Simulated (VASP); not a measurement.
# ZnS (Sphalerite): input slips in a band-gap run and what they do, part 2 of 2

Aim: see how common mistakes in a band-structure run show up, on ZnS (Sphalerite). The starting structure is a measured crystal structure from the Crystallography Open Database. Cell and atoms stay as given unless a step says otherwise.

VASP 6.6.1.

Results so far: reference 1.872 eV.

## (5) Bands with one electron missing

Level of this step: LDA; plane waves and PAW (Zn, S) (VASP).

A slip made on purpose: one electron missing. Against step 2 the input has NELECT = 17 (also changed: NELM).

Input file INCAR:

```
SYSTEM = ZnS
PREC = Accurate
ENCUT = 350
EDIFF = 1E-06
NELM = 60
ISMEAR = 0
SIGMA = 0.03
LREAL = .FALSE.
ALGO = Normal
GGA = CA
NBANDS = 21
LORBIT = 11
LWAVE = .FALSE.
LCHARG = .FALSE.
KPAR = 4
NELECT = 17
```

Input file POSCAR:

```
ZnS
1.0
    0.0000000000      2.7046500000      2.7046500000
    2.7046500000      0.0000000000      2.7046500000
    2.7046500000      2.7046500000      0.0000000000
Zn S
1 1
Direct
    0.0000000000      0.0000000000      0.0000000000
    0.7500000000      0.7500000000      0.7500000000
```

Input file KPOINTS:

```
Automatic mesh
0
Gamma
8 8 8
0 0 0
```

Input file KPOINTS_OPT:

```
Line mode
10
Line-mode
Reciprocal
  0.00000000   0.00000000   0.00000000 GAMMA
  0.50000000   0.00000000   0.50000000 X

  0.50000000   0.00000000   0.50000000 X
  0.50000000   0.25000000   0.75000000 W

  0.50000000   0.25000000   0.75000000 W
  0.37500000   0.37500000   0.75000000 K

  0.37500000   0.37500000   0.75000000 K
  0.00000000   0.00000000   0.00000000 GAMMA

  0.00000000   0.00000000   0.00000000 GAMMA
  0.50000000   0.50000000   0.50000000 L

  0.50000000   0.50000000   0.50000000 L
  0.62500000   0.25000000   0.62500000 U

  0.62500000   0.25000000   0.62500000 U
  0.50000000   0.25000000   0.75000000 W

  0.50000000   0.25000000   0.75000000 W
  0.50000000   0.50000000   0.50000000 L

  0.50000000   0.50000000   0.50000000 L
  0.37500000   0.37500000   0.75000000 K

  0.62500000   0.25000000   0.62500000 U
  0.50000000   0.00000000   0.50000000 X
```

PAW data sets: Zn and S (LDA family, release 64).

Launch:

```sh
$ mpirun -np 4 vasp_std
```

The log of the run:

```text
[... set-up lines as in an earlier step ...]
 entering main loop
       N       E                     dE             d eps       ncg     rms          rms(c)
DAV:   1     0.818624308427E+02    0.81862E+02   -0.57854E+03  1231   0.702E+02
DAV:   2    -0.252853497699E+01   -0.84391E+02   -0.75574E+02  1263   0.187E+02
DAV:   3    -0.926534787651E+01   -0.67368E+01   -0.65960E+01  1477   0.526E+01
DAV:   4    -0.934392429401E+01   -0.78576E-01   -0.78514E-01  1386   0.575E+00
DAV:   5    -0.934435119637E+01   -0.42690E-03   -0.42689E-03  1452   0.427E-01BRMIX: very serious problems
 the old and the new charge density differ
 old charge density:    18.00000 new   17.00000
BRMIX: very serious problems
 the old and the new charge density differ
 old charge density:    18.00000 new   17.00000
BRMIX: very serious problems
 the old and the new charge density differ
 old charge density:    18.00000 new   17.00000
BRMIX: very serious problems
 the old and the new charge density differ
 old charge density:    18.00000 new   17.00000
    0.628E+00
[...]
DAV:  12    -0.910181152834E+01    0.21914E-05   -0.13034E-05  1575   0.553E-02    0.408E-03
DAV:  13    -0.910181156510E+01   -0.36765E-07   -0.65310E-07   920   0.527E-03
   1 F= -.91018116E+01 E0= -.91010601E+01  d E =-.150291E-02
 Start KPOINTS_OPT (optional k-point list driver)
k-point batch [1-29\100]
       N       E                     dE             ncg
DAV:   1     0.388962947162E+03   -0.12585E+05     1236
DAV:   2    -0.196635355927E+04   -0.23553E+04     1266
DAV:   3    -0.215431576167E+04   -0.18796E+03     1476
DAV:   4    -0.215645829752E+04   -0.21425E+01     1403
DAV:   5    -0.215647015114E+04   -0.11854E-01     1467
DAV:   6    -0.215647026508E+04   -0.11394E-03     1458
DAV:   7    -0.215647026642E+04   -0.13469E-05     1401
DAV:   8    -0.215647026647E+04   -0.51130E-07     1070
[...]
k-point batch [88-100\100]
       N       E                     dE             ncg
DAV:   1     0.763717541972E+04   -0.66175E+04      559
DAV:   2     0.658165874373E+04   -0.10555E+04      580
DAV:   3     0.650181839745E+04   -0.79840E+02      677
DAV:   4     0.650095893275E+04   -0.85946E+00      611
DAV:   5     0.650095387890E+04   -0.50538E-02      694
DAV:   6     0.650095382399E+04   -0.54910E-04      616
DAV:   7     0.650095382321E+04   -0.78020E-06      731
```

Run time: 3.6 s. Hardware: 4 MPI ranks of Intel Xeon 6975P-C (Granite Rapids), shared host; peak memory 0.5 GiB; 12 s of CPU time.

Parts of OUTCAR (step 5):

```text
  Total       -9.5567507     -9.5567507     -9.5567507     -0.0000000     -0.0000000      0.0000000
  in kB     -386.9524720   -386.9524720   -386.9524720     -0.0000000     -0.0000000      0.0000000
  external PRESSURE =    -386.9524720 kB  Pullay stress =       0.0000000 kB

  FREE ENERGIE OF THE ION-ELECTRON SYSTEM (eV)
  ---------------------------------------------------
  free  energy   TOTEN  =        -9.1018115651 eV

  energy  without entropy=       -9.1003086594  energy(sigma->0) =       -9.10106011

[... 3 parts as in an earlier step ...]

[... 1 further part left out ...]
[key lines of the parts left out:]
E-fermi :   0.3122
```

With one electron missing there is no gap to read, since by its occupations the run counts as a metal (its levels may still leave one).

## (6) Bands with a k mesh far too coarse and no band path

A slip made on purpose: a k mesh far too coarse and no band path. Against step 2 the input has a 3×3×3 mesh and no band path (also changed: NELM, NBANDS, KPAR and NCORE).

Edit INCAR of step 5 so:

```diff
@@ -10,3 +10,3 @@
 GGA = CA
-NBANDS = 21
+NBANDS = 15
 LORBIT = 11
@@ -14,3 +14,3 @@
 LCHARG = .FALSE.
-KPAR = 4
-NELECT = 17
+KPAR = 2
+NCORE = 2
```

POSCAR is that of step 5.

Input file KPOINTS:

```
Automatic mesh
0
Gamma
3 3 3
0 0 0
```

Launch:

```sh
$ mpirun -np 4 vasp_std
```

The log of the run:

```text
[banner, memory and clock lines left out]
running    4 mpi-ranks, on    1 nodes
[...]
LDA part: xc-table for (Slater(with rela. corr.)+CA(PZ))
 , standard interpolation
 POSCAR, INCAR and KPOINTS ok, starting setup
[...]
entering main loop
       N       E                     dE             d eps       ncg     rms          rms(c)
DAV:   1     0.740811067837E+02    0.74081E+02   -0.72645E+03   120   0.111E+03
DAV:   2    -0.426190221375E+01   -0.78343E+02   -0.72141E+02   141   0.229E+02
DAV:   3    -0.838535395493E+01   -0.41235E+01   -0.41157E+01   141   0.537E+01
DAV:   4    -0.842382233380E+01   -0.38468E-01   -0.38464E-01   127   0.579E+00
[...]
DAV:   9    -0.793403496273E+01    0.63275E-03   -0.12448E-03   120   0.272E-01    0.103E-01
DAV:  10    -0.793405792184E+01   -0.22959E-04   -0.59326E-05   141   0.619E-02    0.180E-02
DAV:  11    -0.793405777928E+01    0.14256E-06   -0.26956E-06   141   0.164E-02
   1 F= -.79340578E+01 E0= -.79340578E+01  d E =-.433071E-16
```

Elapsed: 1 s, on 4 MPI ranks; peak memory 0.41 GiB.

Parts of OUTCAR (step 6):

```text
  Total       -0.8625259     -0.8625259     -0.8625259     -0.0000000      0.0000000      0.0000000
  in kB      -34.9236429    -34.9236429    -34.9236429     -0.0000000      0.0000000      0.0000000
  external PRESSURE =     -34.9236429 kB  Pullay stress =       0.0000000 kB

 POSITION                                       TOTAL-FORCE (eV/Angst)
 -----------------------------------------------------------------------------------
      0.00000      0.00000      0.00000         0.000000     -0.000000      0.000000
      4.05697      4.05697      4.05697        -0.000000      0.000000      0.000000
 -----------------------------------------------------------------------------------
    total drift:                               -0.000000     -0.000000      0.000000

  FREE ENERGIE OF THE ION-ELECTRON SYSTEM (eV)
  ---------------------------------------------------
  free  energy   TOTEN  =        -7.9340577793 eV

  energy  without entropy=       -7.9340577793  energy(sigma->0) =       -7.93405778

[... 1 part as in an earlier step ...]

[... 2 further parts left out ...]
[key lines of the parts left out:]
E-fermi :   2.1624
```

With a k mesh far too coarse and no band path the gap is 1.821 eV, -0.051 eV from the reference, read on the mesh alone.

## (7) All runs side by side

| run | ended | gap (eV) | change (eV) | core minutes |
| --- | --- | --- | --- | --- |
| reference | converged | 1.872 | - | 0.24 |
| too few electronic steps | not converged | - | - | 0.147 |
| a hybrid's name typed into the meta-GGA tag | stopped by VASP | - | - | 0.24 |
| one electron missing | converged | none | - | 0.24 |
| a k mesh far too coarse and no band path | converged | 1.821 | -0.051 | 0.0667 |

Core minutes are wall time times ranks of the run shown, on a shared host.

## (8) What came out

```json
{
 "reference gap": "1.872 eV",
 "gap with one electron missing": "none to read from the occupations",
 "gap with a k mesh far too coarse and no band path": "1.821 eV",
 "run with too few electronic steps": "not converged",
 "run with a hybrid's name typed into the meta-GGA tag": "stopped by VASP"
}
```

What this shows: VASP stopped by itself in the run with a hybrid's name typed into the meta-GGA tag. The run with too few electronic steps didn't converge. Finished, but with signs in the output that stand out against the reference: one electron missing, with no gap to read, since by its occupations the run counts as a metal (its levels may still leave one) (signs: a warning on the charge density and a stress of up to 38.7 GPa); a k mesh far too coarse and no band path, with the gap changed by -0.05 eV (signs: a stress that differs by up to 1.3 GPa). Further runs on this material are not shown.

[Lines on the potential files, build, host, timing and source positions are cut from VASP's logs without a mark.]

[Logs are printed without paths, hosts, clocks, repeated set-up lines and the standing remarks that a program may print on its own settings, such as how far it seeks lower states.]

[Hosts, paths, dates, database ids (printed as entryN), source tags and the programs' standing remarks are cut or masked in the printed files.]
